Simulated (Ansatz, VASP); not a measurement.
## P (twisted blue phosphorene bilayer, 87.80 deg) in two plane-wave programs

Aim: how closely do two programs agree when they are given the same cell, functional and k mesh? The cell is taken from a series of runs on this material, whose earlier steps may have relaxed, scaled, displaced or heated it; both programs get it as it stands.

Main program and level: Ansatz 0.2.0; plane waves, with VASP 6.6.1 beside it; single point at PBE with D4.

### Step 1. Starting point

The cell holds 52 atoms: 52 P. Its edges and angles: a = 11.826 Å, b = 11.826 Å, c = 17.960 Å, α = 90.0°, β = 90.0°, γ = 120.0°. It derives from P (blue phosphorene). As first built, before any earlier steps moved the atoms (in the runner's words): blue phosphorene (a = 3.28 A) under blue phosphorene (a = 3.28 A), bilayer, commensurate cell of 13 unit cells a layer, twist 87.80 deg; facing atoms 3.48 A apart;; flat layers, displaced by a Gaussian of 0.01 A. Vacuum lies along c.

### Step 2. Ansatz: single point, PBE with D4, pair 1

Ansatz runs on its default PAW (the set named soft_2) files.

A single point gives forces, pressure and levels at one fixed geometry, so differences don't come from the geometry; what else differs is listed under the comparison.

input.yaml reads:

```yaml
crystal:
  lattice:
    - [11.8262, 0.0, 0.0]
    - [-5.9131, 10.24179, 0.0]
    - [0.0, 0.0, 17.96]
  atoms:
    - { symbol: P, position: [0.1282, 0.17879, 0.40273] }
    - { symbol: P, position: [0.1777, 0.05066, 0.33442] }
    - { symbol: P, position: [0.20339, 0.48531, 0.40186] }
    - { symbol: P, position: [0.25737, 0.35906, 0.33379] }
    - { symbol: P, position: [0.28339, 0.79625, 0.40364] }
    - { symbol: P, position: [0.33328, 0.66571, 0.33325] }
    - { symbol: P, position: [0.36018, 0.10191, 0.40239] }
    - { symbol: P, position: [0.41078, 0.97433, 0.33421] }
    - { symbol: P, position: [0.43723, 0.41127, 0.40327] }
    - { symbol: P, position: [0.48865, 0.28275, 0.33397] }
    - { symbol: P, position: [0.51197, 0.71702, 0.40284] }
    - { symbol: P, position: [0.56441, 0.59031, 0.33354] }
    - { symbol: P, position: [0.59045, 0.0273, 0.40198] }
    - { symbol: P, position: [0.64048, 0.89594, 0.3339] }
    - { symbol: P, position: [0.66647, 0.33379, 0.40273] }
    - { symbol: P, position: [0.71935, 0.20529, 0.33429] }
    - { symbol: P, position: [0.74396, 0.64088, 0.40311] }
    - { symbol: P, position: [0.79505, 0.51272, 0.33472] }
    - { symbol: P, position: [0.822, 0.95048, 0.40323] }
    - { symbol: P, position: [0.87076, 0.82008, 0.33336] }
    - { symbol: P, position: [0.89701, 0.25591, 0.40267] }
    - { symbol: P, position: [0.94974, 0.12906, 0.33239] }
    - { symbol: P, position: [0.97396, 0.56327, 0.40408] }
    - { symbol: P, position: [0.02584, 0.4366, 0.33404] }
    - { symbol: P, position: [0.05097, 0.87252, 0.40279] }
    - { symbol: P, position: [0.10235, 0.74383, 0.33359] }
    - { symbol: P, position: [0.25539, 0.89714, 0.66517] }
    - { symbol: P, position: [0.20537, 0.71825, 0.59726] }
    - { symbol: P, position: [0.33307, 0.66698, 0.66614] }
    - { symbol: P, position: [0.28106, 0.4863, 0.59698] }
    - { symbol: P, position: [0.56338, 0.9749, 0.66567] }
    - { symbol: P, position: [0.51235, 0.79428, 0.59718] }
    - { symbol: P, position: [0.17974, 0.12775, 0.66585] }
    - { symbol: P, position: [0.12993, 0.94964, 0.59684] }
    - { symbol: P, position: [0.41035, 0.43584, 0.66607] }
    - { symbol: P, position: [0.35903, 0.25757, 0.59635] }
    - { symbol: P, position: [0.64046, 0.7446, 0.66551] }
    - { symbol: P, position: [0.58965, 0.56466, 0.59725] }
    - { symbol: P, position: [0.87027, 0.05063, 0.66625] }
    - { symbol: P, position: [0.82113, 0.87196, 0.59636] }
    - { symbol: P, position: [0.48713, 0.2048, 0.66697] }
    - { symbol: P, position: [0.43643, 0.02527, 0.59606] }
    - { symbol: P, position: [0.7171, 0.51298, 0.66677] }
    - { symbol: P, position: [0.6657, 0.33348, 0.59737] }
    - { symbol: P, position: [0.94969, 0.82094, 0.66598] }
    - { symbol: P, position: [0.89665, 0.63851, 0.59623] }
    - { symbol: P, position: [0.79566, 0.28267, 0.66573] }
    - { symbol: P, position: [0.74365, 0.10278, 0.59798] }
    - { symbol: P, position: [0.02669, 0.59098, 0.66496] }
    - { symbol: P, position: [0.97387, 0.4102, 0.59704] }
    - { symbol: P, position: [0.10214, 0.3598, 0.66577] }
    - { symbol: P, position: [0.05225, 0.17991, 0.59704] }
kpoints:
  mp_grid: { grid: [1, 1, 1] }
hamiltonian:
  xc: pbe
  dispersion: d4
scf:
  occupations: { method: fixed }
output:
  forces: true
  populations: true
  dos:
    method: { smearing: { sigma: 0.1 } }
    de: 0.1
    projected:
      site_lists:
        P: [P]
        layer_1: [0, 1, 2, 3, 4, 5, 6, 7, 8, 9, 10, 11, 12, 13, 14, 15, 16, 17, 18, 19, 20, 21, 22, 23, 24, 25]
        layer_2: [26, 27, 28, 29, 30, 31, 32, 33, 34, 35, 36, 37, 38, 39, 40, 41, 42, 43, 44, 45, 46, 47, 48, 49, 50, 51]
  eigenvalues: true
  write_density: true
  write_potential: true
  volumetric_format: npy
```

The run is started by

```
> ansatz run input.yaml --threads 8 --pin off --max-ram 15872MiB --backend cpu --events-out ev --progress --plain --runs-dir out
```

Numbers of over 12 decimals in the logs are rounded to 6 here.

Output:

```text
Engine: ansatz 0.2.0, aarch64-unknown-linux-gnu
Pseudopotentials: kind: paw
Pseudopotential: P, paw, valence charge 5, recommended cutoff 420 eV (normal), P.paw.azcp
Functional definition: PBE
  parameter kappa = 0.804
  parameter beta = 0.066725
  exchange = pbe_x(kappa = kappa, mu = beta*pi^2/3)
  correlation = pbe_c(beta = beta)
Crystal: 52 atoms, lattice volume = 2175.341 Å³
Basis set: ecut = 420 eV, 42517 PW (Γ), exchange–correlation on 160×160×250 points (8 copies of the dense FFT grid, shifted against one another)
Bands: 182, of which v1, the nominal top of the filled ones, is band 130 counted from 1 (129 counted from 0)
Symmetry: 1 space group operations
Space group: P1 (ITA 1), of the structure as read, at distance tolerance 1.3e-4 Å
k-points: 1
Non-local potential: P, projectors of the file, l = 0: 2, l = 1: 2, l = 2: 2
PAW form: soft (Blöchl's): semilocal exchange-correlation on the pseudo side does not see the compensation charge
PAW one-centre angular grid: P, 110 points (default); XC on 64 Gauss nodes
Initial density: superposition of atomic densities (neutral atoms: chi_scale 0, normalization atom), corrected by the library's trained network
Initial wavefunctions: pseudopotential atomic-orbital guess
Functional: x = pbe(κ = 0.804, μ = 0.219515), c = pbe(β = 0.066725)
SCF iter   1: F=—  HF=-39308.880572 eV  |F-HF|=—  |Δ(HF+E_count)|=         —  Δρ=1.86e-3  dr2=3.68e-1  ethr=1.77e-3  ⟨swp⟩=8.0  Hψ=810  notcnv=0  defer=46
preconditioner: auto → Resta (q_TF=auto, 1.915 Å⁻¹)  ε∞=3.1  [insulator: Δε(μ)=2.004 eV  Ē_g=8.873 eV  n_scr=262 (ndim 8)  ℏωp=12.8 eV  f_vac=0.448  ε∞_Penn≈3.1  vacuum switching on, ρ_ref=5.7e-3 e/Å³]
SCF iter   2: F=—  HF=-39308.843832 eV  |F-HF|=—  |Δ(HF+E_count)|=   3.67e-2  Δρ=1.30e-3  dr2=7.94e-2  ethr=1.42e-4  ⟨swp⟩=3.0  Hψ=305  notcnv=0  defer=50
SCF iter   3: F=—  HF=-39308.835710 eV  |F-HF|=—  |Δ(HF+E_count)|=   8.12e-3  Δρ=6.11e-4  dr2=1.81e-2  ethr=3.05e-5  ⟨swp⟩=3.0  Hψ=222  notcnv=0  defer=50
SCF iter   4: F=—  HF=-39308.834801 eV  |F-HF|=—  |Δ(HF+E_count)|=   9.09e-4  Δρ=2.28e-4  dr2=2.42e-3  ethr=6.96e-6  ⟨swp⟩=3.0  Hψ=277  notcnv=0  defer=50
SCF iter   5: F=—  HF=-39308.834964 eV  |F-HF|=—  |Δ(HF+E_count)|=   1.63e-4  Δρ=5.78e-5  dr2=2.54e-4  ethr=9.29e-7  ⟨swp⟩=3.0  Hψ=324  notcnv=0  defer=50
SCF iter   6: F=—  HF=-39308.835012 eV  |F-HF|=—  |Δ(HF+E_count)|=   4.78e-5  Δρ=1.95e-5  dr2=3.48e-5  ethr=9.78e-8  ⟨swp⟩=2.0  Hψ=218  notcnv=0  defer=48
SCF iter   7: F=—  HF=-39308.835136 eV  |F-HF|=—  |Δ(HF+E_count)|=   1.24e-4  Δρ=5.75e-6  dr2=1.21e-6  ethr=1.34e-8  ⟨swp⟩=2.0  Hψ=260  notcnv=0  defer=46
SCF iter   8: F=—  HF=-39308.835136 eV  |F-HF|=—  |Δ(HF+E_count)|=   2.75e-7  Δρ=2.32e-6  dr2=2.70e-7  ethr=4.65e-10  ⟨swp⟩=3.0  Hψ=362  notcnv=0  defer=46
SCF iter   9: F=-39308.835136 eV  HF=-39308.835136 eV  |F-HF|=9.44e-9  |Δ(HF+E_count)|=   3.54e-8  Δρ=5.98e-7  dr2=2.29e-8  ethr=3.85e-11  ⟨swp⟩=28.0  Hψ=2084  notcnv=0
SCF 1 converged in 9 iterations: F = -39308.835136 eV  dr2 = 2.29e-8
  greatest PAW one-centre occupation: 0.819 electrons in one spin orbital (limit 2), on the P atom at site 4 (counted from 0), in its partial waves of l = 0
WARN: The output density's exchange-correlation potential varies sharply where the density is thin. Do not read a vacuum level from v_tot or v_xc, or from such a field of the output density. On a cell that repeats whose density bears no net charge and no dipole along the vacuum's axis use v_es (v_loc + v_h of the components); under efield.dipole_correction with no amplitude use v_es + v_field, which holds any externa [...]
SCF converged after 9 iterations
Free energy (F): -39308.835136 eV
Harris-Foulkes:  -39308.835136 eV  (|F-HF|=9.44e-9)
Internal energy: -39308.835136 eV  (E = F + TS)
E sigma→0 (E₀):  -39308.835136 eV
Fermi energy:    -0.083803 eV
--- Per-component energies (eV) ---
  E_band       = -1493.957973
  E_kinetic    = 3606.144875
  E_local      = -45161.068106  (includes V_loc(G=0)·N_el)
  E_nonlocal   = 1764.338104
  E_hartree    = 20904.558065
  E_xc         = -3169.008319
  E_vxc        = -3121.086082  (∫ρ·V_xc dr)
  E_paw        = -29604.844487  (= ΣΔE_a)
  E_vpaw       = -391.419631  (= ΣTr[D̂ρ^β])
  E_aug_tail   = 0.000170  (compensation charges beyond the density's cutoff)
  E_ewald      = 12365.753716
  E_disp       = -14.709156  (pairwise vdW)
  E_smearing   = -0.000000  (= −TS)
  E_closure    = -0.000000  (closes the sum)
  Σ components = -39308.835136   (vs F -39308.835136, Δ=0.00e0)
--- Forces (eV/Å), atoms counted from 1 ---
  atom   1  P     -0.07788482     0.14776693     0.03173710
  atom   2  P      0.29041356     0.06065129    -0.20416634
  atom   3  P      0.09783879     0.16020922     0.19957796
  atom   4  P      0.05255391    -0.10413860    -0.02930641
  atom   5  P     -0.00092333    -0.16104023    -0.18974546
  atom   6  P     -0.13970023     0.10769906     0.12219641
  atom   7  P     -0.23879604     0.09116551     0.13891617
  atom   8  P     -0.02576932    -0.03154879    -0.31620799
  atom   9  P     -0.05209780    -0.02102416     0.02074292
  atom  10  P     -0.18111644    -0.05233835    -0.11918123
  atom  11  P      0.07445944    -0.05702424     0.05611078
  atom  12  P      0.10124003    -0.03783481     0.00200043
  atom  13  P      0.08329208    -0.24395722     0.28811895
  atom  14  P      0.02354587     0.16984957     0.05821635
  atom  15  P      0.13997652    -0.10398421     0.06964417
  atom  16  P     -0.16249280     0.11956762    -0.29514164
  atom  17  P     -0.12419576     0.09279190     0.05551181
  atom  18  P      0.07683360     0.07627660    -0.16493962
  atom  19  P     -0.06689519    -0.05938304    -0.21910957
  atom  20  P      0.03627430     0.06546198     0.11589096
  atom  21  P      0.24164730     0.04783612     0.10545857
  atom  22  P     -0.05167570    -0.03438064     0.13530020
  atom  23  P      0.08332893     0.17438880    -0.02878755
  atom  24  P     -0.18628260    -0.13282212    -0.17314902
[...]
atom  45  P      0.00925968    -0.15325651    -0.17031399
  atom  46  P     -0.16501990     0.27520712     0.06316699
  atom  47  P     -0.11619316     0.02237933     0.20151605
  atom  48  P     -0.03138571    -0.01994069    -0.32838793
  atom  49  P     -0.08697632    -0.18152497     0.29620133
  atom  50  P      0.07268467     0.07545311    -0.27024188
  atom  51  P      0.07315409    -0.12658479     0.13134947
  atom  52  P     -0.24366138    -0.08768081     0.07433776
  max |Σ_I F_I| component: 1.64e-5 eV/Å
--- Band table (eV) ---
  k-point 0: bands = [... 126 lower, -0.1353, -0.1260, -0.1172, -0.0838, 1.9291, 1.9585, 1.9751, 1.9860, ... 48 higher]
--- Löwdin populations: 52 sites ---
  site symbol       q [e]
     0      P      4.9179
     1      P      4.9158
     2      P      4.9182
     3      P      4.9157
     4      P      4.9212
     5      P      4.9150
     6      P      4.9256
     7      P      4.9157
     8      P      4.9221
     9      P      4.9131
    10      P      4.9172
    11      P      4.9182
    12      P      4.9229
    13      P      4.9169
    14      P      4.9166
    15      P      4.9132
    16      P      4.9224
    17      P      4.9119
    18      P      4.9198
    19      P      4.9167
    20      P      4.9203
    21      P      4.9151
    22      P      4.9218
    23      P      4.9170
[...]
44      P      4.9188
    45      P      4.9226
    46      P      4.9151
    47      P      4.9208
    48      P      4.9171
    49      P      4.9216
    50      P      4.9125
    51      P      4.9229
  spilling = 0.016423 (of n_electrons = 260.000000)
```

### Step 3. VASP: single point, PBE with D4, pair 1

The same cell, functional and mesh now go to VASP, with its own data sets.

Lines of VASP's logs that name or quote its potential files are left out, and so is its time.

INCAR reads:

```
SYSTEM = P
PREC = Accurate
ENCUT = 400
EDIFF = 1E-06
NELM = 120
ISMEAR = 0
SIGMA = 0.01
LREAL = Auto
ALGO = Normal
GGA = PE
IVDW = 13
NBANDS = 168
LORBIT = 11
LWAVE = .FALSE.
LCHARG = .FALSE.
ISIF = 2
LASPH = .TRUE.
GGA_COMPAT = .FALSE.
EFERMI = MIDGAP
NCORE = 2
```

POSCAR reads:

```
P
1.0
   11.8262000000      0.0000000000      0.0000000000
   -5.9131000000     10.2417900000      0.0000000000
    0.0000000000      0.0000000000     17.9600000000
P
52
Direct
    0.1282000000      0.1787900000      0.4027300000
    0.1777000000      0.0506600000      0.3344200000
    0.2033900000      0.4853100000      0.4018600000
    0.2573700000      0.3590600000      0.3337900000
    0.2833900000      0.7962500000      0.4036400000
    0.3332800000      0.6657100000      0.3332500000
    0.3601800000      0.1019100000      0.4023900000
    0.4107800000      0.9743300000      0.3342100000
    0.4372300000      0.4112700000      0.4032700000
    0.4886500000      0.2827500000      0.3339700000
    0.5119700000      0.7170200000      0.4028400000
    0.5644100000      0.5903100000      0.3335400000
    0.5904500000      0.0273000000      0.4019800000
    0.6404800000      0.8959400000      0.3339000000
    0.6664700000      0.3337900000      0.4027300000
    0.7193500000      0.2052900000      0.3342900000
    0.7439600000      0.6408800000      0.4031100000
    0.7950500000      0.5127200000      0.3347200000
    0.8220000000      0.9504800000      0.4032300000
    0.8707600000      0.8200800000      0.3333600000
    0.8970100000      0.2559100000      0.4026700000
    0.9497400000      0.1290600000      0.3323900000
    0.9739600000      0.5632700000      0.4040800000
    0.0258400000      0.4366000000      0.3340400000
    0.0509700000      0.8725200000      0.4027900000
    0.1023500000      0.7438300000      0.3335900000
    0.2553900000      0.8971400000      0.6651700000
    0.2053700000      0.7182500000      0.5972600000
    0.3330700000      0.6669800000      0.6661400000
    0.2810600000      0.4863000000      0.5969800000
    0.5633800000      0.9749000000      0.6656700000
    0.5123500000      0.7942800000      0.5971800000
    0.1797400000      0.1277500000      0.6658500000
    0.1299300000      0.9496400000      0.5968400000
    0.4103500000      0.4358400000      0.6660700000
    0.3590300000      0.2575700000      0.5963500000
    0.6404600000      0.7446000000      0.6655100000
    0.5896500000      0.5646600000      0.5972500000
    0.8702700000      0.0506300000      0.6662500000
    0.8211300000      0.8719600000      0.5963600000
    0.4871300000      0.2048000000      0.6669700000
    0.4364300000      0.0252700000      0.5960600000
    0.7171000000      0.5129800000      0.6667700000
    0.6657000000      0.3334800000      0.5973700000
    0.9496900000      0.8209400000      0.6659800000
    0.8966500000      0.6385100000      0.5962300000
    0.7956600000      0.2826700000      0.6657300000
    0.7436500000      0.1027800000      0.5979800000
    0.0266900000      0.5909800000      0.6649600000
    0.9738700000      0.4102000000      0.5970400000
    0.1021400000      0.3598000000      0.6657700000
    0.0522500000      0.1799100000      0.5970400000
```

KPOINTS reads:

```
Automatic mesh
0
Gamma
1 1 1
0 0 0
```

The projector-augmented-wave data sets are P (PBE family, release 64).

The run is started by

```
> mpirun -np 8 vasp_gam
```

Output:

```text
[banner, memory and clock lines left out]
running    8 mpi-ranks, on    1 nodes
[...]
LDA part: xc-table for (Slater+PW92), standard interpolation
 POSCAR, INCAR and KPOINTS ok, starting setup
[...]
entering main loop
       N       E                     dE             d eps       ncg     rms          rms(c)
DAV:   1     0.204957589621E+04    0.20496E+04   -0.90910E+04   336   0.104E+03
DAV:   2    -0.565855488451E+01   -0.20552E+04   -0.19838E+04   544   0.222E+02
DAV:   3    -0.269128693633E+03   -0.26347E+03   -0.26075E+03   408   0.864E+01
DAV:   4    -0.280635325989E+03   -0.11507E+02   -0.11422E+02   464   0.201E+01
[...]
DAV:  21    -0.278785820161E+03   -0.10352E-04   -0.33610E-07   232   0.994E-04    0.109E-03
DAV:  22    -0.278785823724E+03   -0.35628E-05   -0.15771E-07   224   0.617E-04    0.136E-03
DAV:  23    -0.278785823876E+03   -0.15174E-06   -0.22739E-08   216   0.326E-04
   1 F= -.29348915E+03 E0= -.29348915E+03  d E =0.000000E+00
```

Parts of OUTCAR (step 3):

```text
  Edisp (eV):  -14.70332

  Total     -22.74045   -23.17455    -0.84976     0.03264    -0.76863     0.82959
  in kB     -16.74874   -17.06846    -0.62587     0.02404    -0.56611     0.61101
  external pressure =      -11.48 kB  Pullay stress =        0.00 kB

 POSITION                                       TOTAL-FORCE (eV/Angst)
 -----------------------------------------------------------------------------------
      0.45892      1.83113      7.23303        -0.075734      0.145796     -0.055899
      1.80196      0.51885      6.00618         0.287818      0.059774     -0.118116
     -0.46436      4.97044      7.21741         0.096616      0.159349      0.110840
      0.92055      3.67742      5.99487         0.050719     -0.102668      0.055769
     -1.35688      8.15503      7.24937        -0.000950     -0.159749     -0.275530
      0.00503      6.81806      5.98517        -0.137862      0.108178      0.207040
      3.65696      1.04374      7.22692        -0.236602      0.090436      0.053794
     -0.90334      9.97888      6.00241        -0.025736     -0.030160     -0.228498
      2.73889      4.21214      7.24273        -0.052070     -0.021120     -0.067309
      4.10694      2.89587      5.99810        -0.178621     -0.052122     -0.032556
      1.81485      7.34357      7.23501         0.074914     -0.056856     -0.031355
      3.18426      6.04583      5.99038         0.099918     -0.038545      0.088259
      6.82135      0.27960      7.21956         0.081696     -0.242262      0.201017
      2.27666      9.17603      5.99684         0.023401      0.169493      0.142246
[...]
-----------------------------------------------------------------------------------
    total drift:                                0.000225      0.001126     -0.002083

  FREE ENERGIE OF THE ION-ELECTRON SYSTEM (eV)
  ---------------------------------------------------
  free  energy   TOTEN  =      -293.4891479769 eV

  energy  without entropy=     -293.4891479769  energy(sigma->0) =     -293.48914798

[... 3 further parts left out ...]
[key lines of the parts left out:]
E-fermi :   0.4513
```

### Step 4. Differences

Known differences besides the potentials themselves: fixed occupations in Ansatz, narrow Gaussian smearing in VASP; the cutoff is 420 eV in Ansatz and 400 eV in VASP (PREC = Accurate, projectors in real space). Total energies have different zeros and are not compared.

Compared:

```csv
quantity,Ansatz,VASP,difference
gap on the k mesh (eV),2.013,2.050,-0.037
```

Forces on 10 of the 52 atoms, those with the largest forces and the largest differences (eV/Å; atoms numbered as in POSCAR):

```csv
atom,"Ansatz x, y, z","VASP x, y, z"
P2,"0.290, 0.061, -0.204","0.288, 0.060, -0.118"
P3,"0.098, 0.160, 0.200","0.097, 0.159, 0.111"
P13,"0.083, -0.244, 0.288","0.082, -0.242, 0.201"
P15,"0.140, -0.104, 0.070","0.138, -0.102, -0.020"
P16,"-0.162, 0.120, -0.295","-0.161, 0.118, -0.208"
P26,"0.062, -0.022, 0.249","0.062, -0.021, 0.333"
P28,"0.006, -0.048, -0.284","0.005, -0.048, -0.195"
P41,"-0.125, -0.091, -0.255","-0.123, -0.089, -0.340"
P46,"-0.165, 0.275, 0.063","-0.163, 0.274, 0.149"
P49,"-0.087, -0.182, 0.296","-0.087, -0.181, 0.209"
```

The forces differ by 50 meV/Å r.m.s., which is 37.5 % of the r.m.s. force of 0.133 eV/Å (both taken over all components). A gap on the mesh is an upper bound, since the band edges may lie between its points. With vacuum in the cell, a pressure given here is an average over mostly empty space and none of the material.

[end of part 1 of 2]

[Lines on the potential files, build, host, timing and source positions are cut from VASP's logs without a mark.]

[Logs are printed without paths, hosts, clocks, repeated set-up lines and the standing remarks that a program may print on its own settings, such as how far it seeks lower states.]

[Hosts, paths, dates, database ids (printed as entryN), source tags and the programs' standing remarks are cut or masked in the printed files.]
